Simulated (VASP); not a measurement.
Wanted: the native input for a VASP 6.6.1 run.

- Task: relaxation of cell and atoms
- Functional: PBE
- Potentials or basis: VASP PAW PBE potentials, release 64 (Sb, Te, O)
- Cutoff: 520 eV
- k mesh: 3 × 3 × 2
- Occupations: gaussian, width 0.15 eV
- Spin: no spin polarisation
- Further INCAR settings: PREC = Normal; LREAL = Auto; ALGO = Fast; EDIFF = 0.0001; IBRION = 2; EDIFFG = -0.08; NSW = 24; ISIF = 3

The structure of Sb2TeO2 lies in POSCAR:

```
Sb2TeO2
1.0
    6.2488114100      0.0000000000      0.0000000000
    0.0000000000      6.2488114100      0.0000000000
    0.0000000000      0.0000000000      6.8336497700
Sb Te O
4 2 4
Direct
    0.0000000000      0.0000000000      0.7500000000
    0.0000000000      0.0000000000      0.2500000000
    0.5000000000      0.5000000000      0.0000000000
    0.5000000000      0.5000000000      0.5000000000
    0.5000000000      0.0000000000      0.0000000000
    0.0000000000      0.5000000000      0.5000000000
    0.2378439100      0.5000000000      0.0000000000
    0.7621560900      0.5000000000      0.0000000000
    0.5000000000      0.7621560900      0.5000000000
    0.5000000000      0.2378439100      0.5000000000
```

The cell was built by a generator and needn't be a form met in nature.

These files were run (other wordings do the same):

INCAR

```
SYSTEM = Sb2TeO2
PREC = Normal
ENCUT = 520
EDIFF = 1E-4
ISMEAR = 0
SIGMA = 0.15
LREAL = Auto
LASPH = .TRUE.
NELM = 60
ALGO = Fast
ISIF = 3
LWAVE = .FALSE.
LCHARG = .FALSE.
GGA = PE
IBRION = 2
NSW = 24
EDIFFG = -0.08
KPAR = 2
```

KPOINTS

```
regular mesh
0
G
  3 3 2
  0 0 0
```

Potentials or basis: VASP PAW PBE potentials, release 64 (Sb, Te, O).

The run is started by

```console
$ cat potpaw_PBE.64/Sb/POTCAR potpaw_PBE.64/Te/POTCAR potpaw_PBE.64/O/POTCAR > POTCAR
$ mpirun -np 2 vasp_std > vasp.out
```

It gave:

The relaxed volume is 22.55 Å³/atom, the relaxed cell is a = 5.958 Å, b = 5.958 Å, c = 6.352 Å, α = 90.00°, β = 90.00°, γ = 90.00° and the space group after relaxing (to 0.05 Å) is P4_2/mmc (No. 131). The energy gained by relaxing is 561.1 meV/atom. The ionic steps are 18. The pressure after relaxing is 0.0 GPa. The largest force after relaxing is 0.013 eV/Å and the band gap on the k mesh is none (metal or under the smearing width).

Caveat: the k mesh is coarse (spacing up to 0.46 Å⁻¹), so the values aren't converged; the volume moved by over 15 % at a fixed basis, so the end points are rough; the relaxation stopped at a loose force limit of 0.08 eV/Å, so its end isn't a converged minimum.

Wall time 3.6 min on 2 MPI ranks on Intel(R) Xeon(R) 6975P-C (Granite Rapids), on a shared host, peak memory 0.25 GiB a rank.
